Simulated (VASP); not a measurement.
An input for Ansatz (written as the equivalent of a VASP run, and not itself run):

Ansatz 0.2 input:
```yaml
crystal:
  lattice:
    - [2.8417903, 0.0000000, 0.0000000]
    - [0.0000000, 2.8417903, 0.0000000]
    - [0.0000000, 0.0000000, 2.8417903]
  atoms:
    - { symbol: Ga, position: [0.5000000, 0.5000000, 0.5000000] }
    - { symbol: Co, position: [0.0000000, 0.0000000, 0.0000000] }
kpoints:
  mp_grid: { grid: [12, 12, 12] }
hamiltonian:
  xc: r2scan
  pseudopotentials: { kind: paw }
scf:
  occupations: { method: methfessel_paxton, width: 0.1 }
  max_iter: 100
relax:
  max_steps: 60
  f_tol: 0.01
  cell: {}
output: { forces: true, stress: true, eigenvalues: true }
```

Translate this input to VASP (INCAR, KPOINTS, POSCAR, choice of POTCAR).

One answer among several that fit: 
### INCAR
```
ALGO  =  Normal
EDIFF  =  1E-6
EDIFFG  =  -0.01
ENCUT  =  400
IBRION  =  2
ISIF  =  3
ISMEAR  =  1
LASPH  =  T
LCHARG  =  F
LMAXMIX  =  4
LMIXTAU  =  T
LREAL  =  F
LWAVE  =  F
METAGGA  =  R2SCAN
NELM  =  100
NSW  =  60
PREC  =  Accurate
SIGMA  =  0.1
SYSTEM  =  CoGa
```

### KPOINTS
```
Automatic mesh
0
Gamma
12 12 12
0 0 0
```

File POSCAR:
```
CoGa
1.0
  2.8417902753   0.0000000000   0.0000000000
  0.0000000000   2.8417902753   0.0000000000
  0.0000000000   0.0000000000   2.8417902753
Ga Co
1 1
Cartesian
  1.4208951377   1.4208951377   1.4208951377
  0.0000000000   0.0000000000   0.0000000000
```

POTCAR, in this order: Ga_d Co (PBE.64 set). Program: vasp_std.

Limits of the translation: each code has its own PAW files, so the cut-off isn't converted (ENCUT is set for VASP's; basis.ecutwfc is left out, and Ansatz then takes the one that its files recommend); Ansatz stops its SCF on the density residual and VASP on the energy change (EDIFF).

The compound is CoGa in the CsCl type structure. It was relaxed first. The start is the result of an earlier pass.
